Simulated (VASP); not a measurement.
Given:

```
CELL_PARAMETERS angstrom
      0.00000     2.23632     2.23632
      2.23632     0.00000     2.23632
      2.23632     2.23632     0.00000
ATOMIC_POSITIONS crystal
  Ga 0.00000 0.00000 0.00000
  N  0.25000 0.25000 0.25000
```

Calculation: PBE GGA with D3 dispersion (Becke-Johnson damping), VASP's PBE PAW potentials (set 64) (plane waves; VASP). Numerical set-up: 520 eV cut-off, 10×10×10 Γ-centred mesh, Gaussian smearing of 0.050 eV, potentials Ga_d N.

Question: Give the stress tensor in GPa (positive for a compressed cell).

Answer: 
```
5.86  0.00  0.00
0.00  5.86  0.00
0.00  0.00  5.86
```
The pressure is its mean diagonal, 5.86 GPa.

The compound is GaN in the zinc blende structure, a metastable form; wurtzite is the usual one. This cell is one point of a volume scan, at 0.97 of the reference volume.
